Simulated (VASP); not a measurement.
Here is the system:

```yaml
crystal:
  lattice:
    - [0.00000, 2.97393, 2.97393]
    - [2.97393, 0.00000, 2.97393]
    - [2.97393, 2.97393, 0.00000]
  atoms:
    - { symbol: Sn, position: [0.00000, 0.00000, 0.00000] }
    - { symbol: Se, position: [0.50000, 0.50000, 0.50000] }
```

Calculation: PBEsol GGA, VASP's PBE PAW potentials (set 64) (plane waves; VASP). Run with 400 eV cut-off, 7×7×7 Γ-centred mesh, Gaussian smearing of 0.050 eV, potentials Sn_d Se.

Task: Predict the energy per atom (σ→0).

Result: 
```
Item                               Result
---------------------  ------------------
energy per atom (σ→0)  -433.4 kJ/mol-atom
```

The structure comes from a computed database's SnSe entry (Fm-3m); how it stands against other phases isn't given here. It was relaxed first. The start is the result of an earlier pass.
